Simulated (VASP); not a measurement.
Data:

```
CELL_PARAMETERS angstrom
      1.61670    -2.80021     0.00000
      1.61670     2.80021     0.00000
      0.00000     0.00000     3.60060
ATOMIC_POSITIONS crystal
  Zr 0.00000 0.00000 0.00000
  B  0.33333 0.66667 0.50000
  B  0.66667 0.33333 0.50000
```

The numbers are results of PBE GGA, VASP's PBE PAW potentials (set 64) (plane waves; VASP), not measurements. Numerical set-up: EDIFF = 1E-2, 520 eV cut-off, 10×10×8 Γ-centred mesh, first-order Methfessel-Paxton smearing of 0.10 eV, potentials Zr_sv B.

**Question.** Estimate the energy per atom (σ→0), pressure, band gap (on the k-mesh) with the smallest direct gap where there is one.

**Answer.** 
The band gap (on the k-mesh) is none (metal, semimetal or under 0.01 eV) and the energy per atom (σ→0) is -8.304 eV/atom. The pressure is -14.33 GPa.

Only differences to runs with the same potentials and settings are physical.

The compound is ZrB2 in the AlB2 type structure. The cell was not relaxed at this level. The run is one of a series of settings (EDIFF = 1E-2 against the base run), some of them coarse on purpose.
